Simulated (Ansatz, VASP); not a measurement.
# Cross-check of V (bcc) between VASP and Ansatz

Wanted: the spread between two codes on one cell, functional and k mesh. The two relaxations start from unlike cells of this crystal (the structure described is Ansatz's start), so only their ends are compared.

Program: Ansatz 0.2.0. Level of theory: plane waves, with VASP 6.6.1 beside it; relaxation of cell and atoms at r2SCAN. Results are calculated unless marked as measured.

### 1. The starting structure

It takes space group Im-3m (No. 229, cubic). The conventional cell has a = 3.024 Å, b = 3.024 Å, c = 3.024 Å, α = 90.00°, β = 90.00°, γ = 90.00°. Nearest to V lie 8 V at 2.62 Å.

Structure file:

```xyz
1
Lattice="-1.5120 1.5120 1.5120 1.5120 -1.5120 1.5120 1.5120 1.5120 -1.5120" Properties=species:S:1:pos:R:3 pbc="T T T"
V     0.0000    0.0000    0.0000
```

### 2. VASP: relaxation of cell and atoms, r2SCAN

The relaxed volume is the usual yardstick between codes: in a stiff, nearly cubic crystal its relative difference is about their pressure difference at one cell divided by the bulk modulus.

Lines of VASP's logs that name or quote its potential files are left out, and so is its time.

INCAR reads:

```
SYSTEM = V
PREC = Accurate
ENCUT = 550
EDIFF = 1E-07
NELM = 120
ISMEAR = -1
SIGMA = 0.05
LREAL = .FALSE.
ALGO = Normal
METAGGA = R2SCAN
LASPH = .TRUE.
NBANDS = 12
LORBIT = 11
LWAVE = .FALSE.
LCHARG = .FALSE.
ISIF = 3
IBRION = 2
NSW = 80
EDIFFG = -0.005
GGA_COMPAT = .FALSE.
NELMIN = 4
LMIXTAU = .TRUE.
```

POSCAR reads:

```
V
1.0
   -1.4925310410      1.4925310410      1.4925310410
    1.4925310410     -1.4925310410      1.4925310410
    1.4925310410      1.4925310410     -1.4925310410
V
1
Direct
    0.0000000000      0.0000000000      0.0000000000
```

KPOINTS reads:

```
Automatic mesh
0
Gamma
18 18 18
0 0 0
```

PAW data sets: V_sv (PBE family, release 64).

On the command line:

```bash
$ mpirun -np 1 vasp_std
```

Numbers of over 12 decimals in the logs are rounded to 6 here.

Output:

```text
[banner, memory and clock lines left out]
running    1 mpi-ranks, on    1 nodes
 distrk:  each k-point on    1 cores,    1 groups
 distr:  one band on    1 cores,    1 groups

 POSCAR found type information on POSCAR V
 POSCAR found :  1 types and       1 ions
|                                                                             |
|               ----> ADVICE to this user running VASP <----                  |
|                                                                             |
|     You enforced a specific xc type in the INCAR file but a different       |
|     [... a line on the potential file left out ...]
|     I HOPE YOU KNOW WHAT YOU ARE DOING!                                     |
|                                                                             |

 LDA part: xc-table for (None), standard interpolation
 POSCAR, INCAR and KPOINTS ok, starting setup
 FFT: planning ... GRIDC
 FFT: planning ... GRID_SOFT
 FFT: planning ... GRID
 WAVECAR not read
 entering main loop
       N       E                     dE             d eps       ncg     rms          rms(c)
DAV:   1     0.906100886406E+02    0.90610E+02   -0.73831E+03  4684   0.126E+03
DAV:   2    -0.174096523482E+02   -0.10802E+03   -0.10497E+03  4788   0.353E+02
DAV:   3    -0.188673263804E+02   -0.14577E+01   -0.14539E+01  5164   0.478E+01
DAV:   4    -0.188751649536E+02   -0.78386E-02   -0.78384E-02  5052   0.373E+00
DAV:   5    -0.188752684558E+02   -0.10350E-03   -0.10350E-03  5156   0.405E-01    0.230E+01
DAV:   6    -0.138175783036E+02    0.50577E+01   -0.83075E+00  4828   0.506E+01    0.363E+00
DAV:   7    -0.141472379850E+02   -0.32966E+00   -0.71558E-01  4740   0.140E+01    0.250E+00
DAV:   8    -0.141141424275E+02    0.33096E-01   -0.14305E-01  4988   0.643E+00    0.936E-01
DAV:   9    -0.141398570536E+02   -0.25715E-01   -0.14173E-02  4796   0.166E+00    0.862E-01
DAV:  10    -0.141356959458E+02    0.41611E-02   -0.91012E-03  4812   0.159E+00    0.122E-01
DAV:  11    -0.141364661015E+02   -0.77016E-03   -0.13158E-03  4900   0.462E-01    0.782E-02
DAV:  12    -0.141354742029E+02    0.99190E-03   -0.54933E-04  4808   0.259E-01    0.705E-02
DAV:  13    -0.141353276349E+02    0.14657E-03   -0.11331E-04  5012   0.176E-01    0.378E-03
DAV:  14    -0.141353345421E+02   -0.69072E-05   -0.26289E-06  4792   0.201E-02    0.455E-03
DAV:  15    -0.141353291059E+02    0.54362E-05   -0.50323E-07  4936   0.112E-02    0.872E-04
DAV:  16    -0.141353300822E+02   -0.97631E-06   -0.29038E-08  2468   0.196E-03    0.258E-04
DAV:  17    -0.141353297486E+02    0.33365E-06   -0.47532E-09  2376   0.108E-03    0.257E-04
DAV:  18    -0.141353302170E+02   -0.46843E-06   -0.18790E-09  2388   0.648E-04    0.207E-05
DAV:  19    -0.141353301616E+02    0.55464E-07   -0.20202E-10  2384   0.229E-04
   1 F= -.14135330E+02 E0= -.14128416E+02  d E =-.141353E+02
 curvature:   0.00 expect dE= 0.000E+00 dE for cont linesearch  0.000E+00
 trial: gam= 0.00000 g(F)=  0.920E-61 g(S)=  0.568E-05 ort = 0.000E+00 (trialstep = 0.100E+01)
 search vector abs. value=  0.568E-05
 bond charge predicted
       N       E                     dE             d eps       ncg     rms          rms(c)
DAV:   1    -0.141355140810E+02   -0.18386E-03   -0.29637E-03  4688   0.951E-01    0.149E-01
DAV:   2    -0.141353280803E+02    0.18600E-03   -0.43818E-04  4720   0.361E-01    0.317E-02
DAV:   3    -0.141353304290E+02   -0.23487E-05   -0.66093E-06  4688   0.316E-02    0.152E-02
DAV:   4    -0.141353225669E+02    0.78621E-05   -0.98258E-06  4828   0.343E-02    0.550E-03
DAV:   5    -0.141353302844E+02   -0.77175E-05   -0.51032E-06  4804   0.278E-02    0.274E-03
DAV:   6    -0.141353283056E+02    0.19788E-05   -0.33785E-07  4816   0.807E-03    0.527E-04
DAV:   7    -0.141353303381E+02   -0.20324E-05   -0.89295E-08  3120   0.438E-03    0.245E-04
DAV:   8    -0.141353297386E+02    0.59949E-06   -0.82229E-09  2352   0.140E-03    0.797E-05
DAV:   9    -0.141353298634E+02   -0.12479E-06   -0.62512E-10  2344   0.423E-04    0.472E-05
DAV:  10    -0.141353297360E+02    0.12741E-06   -0.18906E-10  2340   0.232E-04    0.129E-05
DAV:  11    -0.141353298149E+02   -0.78954E-07   -0.19934E-11  2340   0.736E-05
   2 F= -.14135330E+02 E0= -.14128404E+02  d E =0.346656E-06
 trial-energy change:    0.000000  1 .order    0.000001   -0.000006    0.000008
 step:   0.4962(harm=  0.4290)  dis= 0.00000  next Energy=   -14.135332 (dE=-0.148E-05)
 bond charge predicted
       N       E                     dE             d eps       ncg     rms          rms(c)
DAV:   1    -0.141353788571E+02   -0.49121E-04   -0.75182E-04  4688   0.479E-01    0.753E-02
DAV:   2    -0.141353287445E+02    0.50113E-04   -0.11093E-04  4720   0.182E-01    0.160E-02
DAV:   3    -0.141353311965E+02   -0.24520E-05   -0.16695E-06  4680   0.159E-02    0.771E-03
DAV:   4    -0.141353307230E+02    0.47348E-06   -0.24842E-06  4828   0.173E-02    0.278E-03
DAV:   5    -0.141353311499E+02   -0.42690E-06   -0.12914E-06  4804   0.140E-02    0.138E-03
DAV:   6    -0.141353323502E+02   -0.12002E-05   -0.83020E-08  3292   0.409E-03    0.299E-04
DAV:   7    -0.141353313731E+02    0.97710E-06   -0.25954E-08  2340   0.237E-03    0.150E-04
DAV:   8    -0.141353316509E+02   -0.27788E-06   -0.17157E-09  2340   0.579E-04    0.208E-05
DAV:   9    -0.141353316078E+02    0.43142E-07   -0.11095E-10  2340   0.170E-04
   3 F= -.14135332E+02 E0= -.14128411E+02  d E =-.144622E-05
 curvature:  -0.21 expect dE=-0.354E-07 dE for cont linesearch -0.354E-07
 trial: gam= 0.00000 g(F)=  0.216E-61 g(S)=  0.167E-06 ort =-0.975E-06 (trialstep = 0.899E+00)
 search vector abs. value=  0.167E-06
 reached required accuracy - stopping structural energy minimisation
```

Parts of OUTCAR (step 2):

```text
ion  position               nearest neighbor table
   1  0.000  0.000  0.000-

  LATTYP: Found a body centered cubic cell.
 ALAT       =     2.9850620820

 Subroutine GETGRP returns: Found 48 space group operations
 (whereof 48 operations were pure point group operations)

The static configuration has the point symmetry O_h .

 Found    195 irreducible k-points:

   k-points           NKPTS =    195   k-points in BZ     NKDIM =    195   number of bands    NBANDS=     12

   dimension x,y,z NGX =    20 NGY =   20 NGZ =   20
   dimension x,y,z NGXF=    40 NGYF=   40 NGZF=   40

   ENCUT  =  550.0 eV  40.42 Ry    6.36 a.u.   4.94  4.94  4.94*2*pi/ulx,y,z

   NELECT =      13.0000    total number of electrons

 k-points in reciprocal lattice and weights: Automatic mesh
   0.00000000  0.00000000  0.00000000       0.000
   0.05555556  0.00000000  0.00000000       0.002
   0.11111111  0.00000000  0.00000000       0.002
   0.16666667  0.00000000  0.00000000       0.002
   0.22222222  0.00000000  0.00000000       0.002
   0.27777778  0.00000000  0.00000000       0.002
   0.33333333  0.00000000  0.00000000       0.002
   0.38888889  0.00000000  0.00000000       0.002
   0.44444444  0.00000000  0.00000000       0.002
[...]
0.50000000  0.50000000  0.44444444       0.002
   0.50000000  0.50000000  0.50000000       0.000

 average (electrostatic) potential at core
       1 -74.8647

 E-fermi :   9.8232

 k-point     1 :       0.0000    0.0000    0.0000
  band No.  band energies     occupation
      1     -56.4819      2.00000
      2     -28.6121      2.00000
      3     -28.6121      2.00000
      4     -28.6121      2.00000
      5       2.7295      2.00000
      6      10.3065      0.00013
      7      10.3065      0.00013
      8      10.3065      0.00013
      9      12.5204      0.00000
     10      12.5204      0.00000
    ...

 k-point     2 :       0.0556    0.0000    0.0000
  band No.  band energies     occupation
      1     -56.4755      2.00000
      2     -28.6429      2.00000
      3     -28.6213      2.00000
      4     -28.6123      2.00000
      5       2.8620      2.00000
      6      10.2488      0.00040
      7      10.2933      0.00016
      8      10.3998      0.00002
      9      12.4524      0.00000
     10      12.5236      0.00000
    ...

 k-point     3 :       0.1111    0.0000    0.0000
  band No.  band energies     occupation
      1     -56.4569      2.00000
      2     -28.7310      2.00000
      3     -28.6479      2.00000
      4     -28.6130      2.00000
      5       3.2487      2.00000
      6      10.0859      0.01039
      7      10.2357      0.00052
      8      10.6739      0.00000
      9      12.2943      0.00000
     10      12.5355      0.00000
    ...

  Total       -0.0010754     -0.0010754     -0.0010754      0.0000000     -0.0000000     -0.0000000
  in kB       -0.1294922     -0.1294922     -0.1294922      0.0000000     -0.0000000     -0.0000000
  external PRESSURE =      -0.1294922 kB  Pullay stress =       0.0000000 kB

  energy-cutoff  :      550.00
  volume of cell :       13.31
      direct lattice vectors                 reciprocal lattice vectors
    -1.492754782  1.492754782  1.492754782     0.000000000  0.334951196  0.334951196
     1.492754782 -1.492754782  1.492754782     0.334951196  0.000000000  0.334951196
     1.492754782  1.492754782 -1.492754782     0.334951196  0.334951196  0.000000000

 POSITION                                       TOTAL-FORCE (eV/Angst)
 -----------------------------------------------------------------------------------
      0.00000      0.00000     -0.00000         0.000000      0.000000      0.000000
 -----------------------------------------------------------------------------------
    total drift:                                0.000000     -0.000000      0.000000

  FREE ENERGIE OF THE ION-ELECTRON SYSTEM (eV)
  ---------------------------------------------------
  free  energy   TOTEN  =       -14.1353316078 eV

  energy  without entropy=      -14.1214911325  energy(sigma->0) =      -14.12841137

 reached required accuracy - stopping structural energy minimisation

 total charge
# of ion       s       p       d       tot
------------------------------------------
    1        2.342   6.239   3.062  11.643

[... 3 further parts left out ...]
```

This run has no spin polarisation, so a moment on V, if there is one, isn't seen. Its electron count is odd, so without a moment it is a metal by construction. The run keeps the 48 symmetry operations of its start, so it cannot find a distortion of lower symmetry.

### 3. Ansatz: relaxation of cell and atoms, r2SCAN

Ansatz runs on its default PAW (the set named soft_2) files.

Its own start cell and the same functional, mesh and smearing now go to Ansatz.

input.yaml reads:

```yaml
crystal:
  lattice:
    - [-1.512, 1.512, 1.512]
    - [1.512, -1.512, 1.512]
    - [1.512, 1.512, -1.512]
  atoms:
    - { symbol: V, position: [0.0, 0.0, 0.0] }
basis:
  ecutwfc: 500
  xc_grid: 2
hamiltonian:
  xc: r2scan
kpoints:
  mp_grid: { grid: [18, 18, 18] }
scf:
  occupations: { method: fermi_dirac, width: 0.05 }
  max_iter: 150
output:
  forces: true
  stress: true
relax:
  f_tol: 0.01
  max_steps: 60
  cell: {}
checkpoint:
  write: "../V.r2scan.run"
  compress: false
  write_wavefunctions: false
  write_every: 100000
```

On the command line:

```bash
$ ansatz run input.yaml --threads 8 --pin off --max-ram 13189MiB --backend cpu --events-out ev --progress --plain --runs-dir out
```

Output:

```text
Engine: ansatz 0.2.0, aarch64-unknown-linux-gnu
Pseudopotentials: kind: paw
Pseudopotential: V, paw, valence charge 13, recommended cutoff 500 eV (meta_gga), V.paw.azcp
Functional definition: r2SCAN
  parameter k0 = 0.174
  parameter k1 = 0.065
  parameter a1 = 4.9479
  exchange = r2scan_x(k0 = k0, k1 = k1, a1 = a1)
  correlation = r2scan_c
Crystal: 1 atoms, lattice volume = 13.827 Å³
Basis set: ecut = 500 eV, 369 PW (Γ), exchange–correlation on 40×40×40 points (8 copies of the dense FFT grid, shifted against one another)
Bands: 11, of which v1, the nominal top of the filled ones, is band 7 counted from 1 (6 counted from 0)
Symmetry: 48 space group operations
Space group: Im-3m (ITA 229), of the structure as read, at distance tolerance 2.4e-5 Å
k-points: 195 of 5832
Non-local potential: V, projectors of the file, l = 0: 3, l = 1: 2, l = 2: 3, l = 3: 1
PAW form: soft (Blöchl's): semilocal exchange-correlation on the pseudo side does not see the compensation charge
PAW frozen core: V, regenerated for the run's functional (the file was generated under x = pbe(κ = 0.804, μ = 0.219515), c = pbe(β = 0.066725))
PAW one-centre angular grid: V, 590 points (default); XC on 160 Gauss nodes
Initial density: superposition of atomic densities (neutral atoms: chi_scale 0, normalization atom), corrected by the library's trained network
Initial wavefunctions: pseudopotential atomic-orbital guess
Functional: x = r2scan, c = r2scan; τ floored in thin density (d = 2e-4 eV/Å³)
SCF iter   1: F=—  HF=-2917.036893 eV  |F-HF|=—  |Δ(HF+E_count)|=         —  Δρ=1.88e-2  dr2=3.83e-2  dr2_τ=1.66e-2  ethr=1.77e-3  ⟨swp⟩=4.2  Hψ=10615  notcnv=0
preconditioner: auto → none  [metal: Δε(μ)=0.001 eV  Ē_g=6.989 eV  σ=0.050 eV  W_gap=0.00  n_scr=0 (ndim 8)  ℏωp=22.3 eV  f_vac=0.000  D(μ)=1.82/eV (n_scr^D=18)]
SCF iter   2: F=—  HF=-2917.059858 eV  |F-HF|=—  |Δ(HF+E_count)|=   2.30e-2  Δρ=9.35e-3  dr2=8.84e-3  dr2_τ=6.69e-4  ethr=2.95e-4  ⟨swp⟩=2.9  Hψ=5646  notcnv=0  defer=15
SCF iter   3: F=—  HF=-2917.057583 eV  |F-HF|=—  |Δ(HF+E_count)|=   2.28e-3  Δρ=2.26e-3  dr2=2.66e-4  dr2_τ=5.65e-5  ethr=6.80e-5  ⟨swp⟩=2.8  Hψ=4062  notcnv=0  defer=15
SCF iter   4: F=—  HF=-2917.058060 eV  |F-HF|=—  |Δ(HF+E_count)|=   4.77e-4  Δρ=3.90e-4  dr2=8.48e-6  dr2_τ=1.51e-6  ethr=2.05e-6  ⟨swp⟩=2.4  Hψ=3281  notcnv=0  defer=15
SCF iter   5: F=—  HF=-2917.058081 eV  |F-HF|=—  |Δ(HF+E_count)|=   2.07e-5  Δρ=9.29e-5  dr2=4.41e-7  dr2_τ=4.00e-8  ethr=6.53e-8  ⟨swp⟩=3.0  Hψ=3426  notcnv=0  defer=15
SCF iter   6: F=-2917.058081 eV  HF=-2917.058081 eV  |F-HF|=2.26e-9  |Δ(HF+E_count)|=   8.07e-7  Δρ=8.65e-6  dr2=6.48e-9  dr2_τ=3.89e-10  ethr=7.69e-10  ⟨swp⟩=4.0  Hψ=5967  notcnv=0
SCF 1 converged in 6 iterations: F = -2917.058081 eV  dr2 = 6.48e-9
  greatest PAW one-centre occupation: 1.000 electrons in one spin orbital (limit 2), on the V atom at site 0 (counted from 0), in its partial waves of l = 1
relax step   1: F+E_penalty+E_count = -2917.05808138 eV  Δ(F+E_penalty+E_count) = +0.000e0 eV  max|allowed force component| = 0.000e0 eV/Å  Δτ_max = 0.0000 Å  P = -7.482 GPa  Ω = 13.827 Å³  (6 SCF iters, dr2 threshold 1.00e-7 eV, accepted)
[...]
relax step   2: F+E_penalty+E_count = -2917.07159993 eV  Δ(F+E_penalty+E_count) = -1.352e-2 eV  max|allowed force component| = 0.000e0 eV/Å  Δτ_max = 0.0000 Å  P = +1.507 GPa  Ω = 13.155 Å³  energy of the carried Pulay correction = +2.241e-4 eV  (6 SCF iters, dr2 threshold 1.00e-7 eV, accepted)
[...]
relax step   3: F+E_penalty+E_count = -2917.07203693 eV  Δ(F+E_penalty+E_count) = -4.370e-4 eV  max|allowed force component| = 0.000e0 eV/Å  Δτ_max = 0.0000 Å  P = -0.091 GPa  Ω = 13.263 Å³  energy of the carried Pulay correction = +1.873e-4 eV  (6 SCF iters, dr2 threshold 1.00e-7 eV, accepted)
[...]
relax step   4: F+E_penalty+E_count = -2917.07204083 eV  Δ(F+E_penalty+E_count) = -3.900e-6 eV  max|allowed force component| = 0.000e0 eV/Å  Δτ_max = 0.0000 Å  P = +0.000 GPa  Ω = 13.257 Å³  energy of the carried Pulay correction = +1.894e-4 eV  (3 SCF iters, dr2 threshold 2.08e-8 eV, accepted)
[...]
relax step   5: F+E_penalty+E_count = -2917.07187173 eV  Δ(F+E_penalty+E_count) = +1.691e-4 eV  max|allowed force component| = 0.000e0 eV/Å  Δτ_max = 0.0000 Å  P = -0.011 GPa  Ω = 13.257 Å³  stress off target by 1.13e-2 GPa  SCF on the basis re-selected at this cell (its energy is not comparable with the rows above)  (6 SCF iters)
basis re-selected at this cell: Δ(F+E_penalty+E_count) = +1.691e-4 eV, ΔP = -0.011 GPa vs the last step (what re-selecting the basis moved, of the pressure what is left beyond the Pulay correction that the steps carried, after the strain that the cell walked since its last selection, with what the two solves' SCF thresholds leave and, on support functions, any second-order correction that the steps lacked; it is no measure of the basis error at this ecutwfc). This SCF's stress stands 1.13e-2 GPa from its target on what of the cell is left free (relax.cell.stress_tol is 5.00e-2 GPa) and its largest allowed force component is 0.00e0 eV/Å (relax.f_tol is 1.00e-2 eV/Å): [rest of the remark cut]
SCF converged after 6 iterations
Free energy (F): -2917.071872 eV
Harris-Foulkes:  -2917.071872 eV  (|F-HF|=4.55e-13)
Internal energy: -2917.058083 eV  (E = F + TS)
E sigma→0 (E₀):  -2917.064977 eV
Entropy (-TS):   -0.013789 eV (-13.789 meV/atom)
Fermi energy:    16.776826 eV
--- Per-component energies (eV) ---
  E_band       = -155.755950
  E_kinetic    = 336.796506
  E_local      = -879.628763  (includes V_loc(G=0)·N_el)
  E_nonlocal   = -45.721570
  E_hartree    = 404.852635
  E_xc         = -126.832344
  E_vxc        = -184.668836  (∫ρ·V_xc dr)
  E_paw        = -1121.247176  (= ΣΔE_a)
  E_vpaw       = -204.611310  (= ΣTr[D̂ρ^β])
  E_aug_tail   = 0.000166  (compensation charges beyond the density's cutoff)
  E_vtau       = 12.372576  (kinetic-family band-sum trace: ∫τ·v_τ [+ j·A + Jᵃ·Aᵃ] dr)
  E_ewald      = -1485.011756
  E_core_change = -0.265781  (= ΣΔE_core)
  E_smearing   = -0.013789  (= −TS)
  E_closure    = -0.000000  (closes the sum)
  Σ components = -2917.071872   (vs F -2917.071872, Δ=0.00e0)
--- Forces (eV/Å), atoms counted from 1 ---
  atom   1  V     -0.00000000     0.00000000     0.00000000
  max |Σ_I F_I| component: 6.16e-32 eV/Å
--- Stress (GPa, compression-positive) ---
       -0.011251      -0.000000       0.000000
       -0.000000      -0.011251       0.000000
       -0.000000       0.000000      -0.011251
  P = ⅓ Tr σ = -0.0113 GPa (-0.113 kbar)
--- Relaxed structure (4 steps of the walk, 4 accepted, 1 SCFs on fresh bases) ---
  F+E_penalty+E_count = -2917.07187173 eV   max|allowed force component| = 0.000e0 eV/Å   (the final SCF, on the basis selected at the relaxed cell)
  cell:  # Å, volume = 13.2567 Å³
    - [-1.490934, 1.490934, 1.490934]
    - [1.490934, -1.490934, 1.490934]
    - [1.490934, 1.490934, -1.490934]
  atoms:
    - { symbol: V, position: [0.0, 0.0, 0.0] }
```

The column dr2 measures how far the density is from self-consistency, as an energy; F and HF (Harris–Foulkes) agree once it is small.

### 4. Side by side

Known differences besides the potentials themselves: VASP keeps PBE cores, Ansatz makes them for the functional; the cutoff is 500 eV in Ansatz and 550 eV in VASP; Ansatz adds a Pulay correction to the stress that steers its cell, VASP none. Total energies have different zeros and are not compared.

Compared:

```csv
quantity,Ansatz,VASP,difference
volume (Å³),13.26,13.31,-0.37 %
"edge a after relaxation, in the typed setting (Å)",2.582,2.586,-0.12 %
```

### 5. Outcome

| Quantity | Value |
| --- | --- |
| difference in volume (relaxation of cell and atoms, r2SCAN) | -0.37 % |

The difference in volume is -0.37 % (relaxation of cell and atoms, r2SCAN), within the 1.2 % picked in this series as the mark of a large difference, as far as the stopping tolerances let one tell. Such differences can come from data sets, numerical settings and the points named under the comparisons, not from the functional's error against experiment.

[Lines on the potential files, build, host, timing and source positions are cut from VASP's logs without a mark.]

[Logs are printed without paths, hosts, clocks, repeated set-up lines and the standing remarks that a program may print on its own settings, such as how far it seeks lower states.]

[Hosts, paths, dates, database ids (printed as entryN), source tags and the programs' standing remarks are cut or masked in the printed files.]
